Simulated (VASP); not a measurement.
```
CELL_PARAMETERS angstrom
      1.84526    -3.19609     0.00000
      1.84526     3.19609     0.00000
      0.00000     0.00000     6.04162
ATOMIC_POSITIONS crystal
  Zr 0.00000 0.00000 0.00000
  S  0.33333 0.66667 0.23785
  S  0.66667 0.33333 0.76215
```

The numbers are results of r2SCAN meta-GGA, VASP's PBE PAW potentials (set 64) (plane waves; VASP), not measurements. Run with 400 eV cut-off, 8×8×4 Γ-centred mesh, tetrahedra with Blöchl corrections, potentials Zr_sv S.

The cores are frozen, which limits the accuracy of field gradients.

Task: Give the principal components of the electric field gradient (V/Å²) and the asymmetry η at each nucleus.

Result: 
| atom | Vxx | Vyy | Vzz | η |
|---|---|---|---|---|
| Zr1 | 2.3 | 2.3 | -4.5 | 0.00 |
| S2 | 0.7 | 0.7 | -1.5 | 0.00 |
| S3 | 0.7 | 0.7 | -1.5 | 0.00 |

The compound is ZrS2 in the 1T layered structure. It was relaxed first, which changed the volume by +6 %.
